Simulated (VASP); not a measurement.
Data:

```
LiBr
1.0
    0.00000     2.71612     2.71612
    2.71612     0.00000     2.71612
    2.71612     2.71612     0.00000
Li Br
1 1
Cartesian
  0.00000   0.00000   0.00000
  2.71612   2.71612   2.71612
```

All values below come from PBE GGA with D4 dispersion, VASP's PBE PAW potentials (set 64) (plane waves; VASP). Numerical set-up: 520 eV cut-off, 8×8×8 Γ-centred mesh, Gaussian smearing of 0.050 eV, potentials Li_sv Br.

Problem. Predict the energy per atom (σ→0), band gap (on the k-mesh) with the smallest direct gap where there is one.

Solution. 
```json
{
  "band gap (on the k-mesh)": "5.12 eV",
  "smallest direct gap (on the k-mesh)": "5.12 eV",
  "energy per atom (σ→0)": "-334.8 kJ/mol-atom"
}
```

The absolute energy has meaning only against runs of the same code, potentials and settings.

The compound is LiBr in the rock salt structure. It was relaxed first. The start is the result of an earlier pass.
